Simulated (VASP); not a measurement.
Data:

```
CELL_PARAMETERS angstrom
      2.91720     0.00000     0.00000
      0.00000     2.91720     0.00000
      0.00000     0.00000     2.91720
ATOMIC_POSITIONS crystal
  Al 0.50000 0.50000 0.50000
  Co 0.00000 0.00000 0.00000
```

These are PBE GGA, VASP's PBE PAW potentials (set 64) (plane waves; VASP) values and carry that method's errors. Settings: 400 eV cut-off, KSPACING 0.4 per Å, first-order Methfessel-Paxton smearing of 0.10 eV, potentials Al Co.

Problem. Give the stress tensor in GPa (positive for a compressed cell).

Solution. 
```
-10.65    0.00    0.00
  0.00  -10.65    0.00
  0.00    0.00  -10.65
```
The pressure is its mean diagonal, -10.65 GPa.

The compound is CoAl in the CsCl type structure. The cell was not relaxed at this level. The run is one of a series of settings (KGAMMA = .TRUE., KSPACING = 0.4, KPOINTS file removed against the base run), some of them coarse on purpose. The run is not spin-polarised, so no magnetic state was tried.
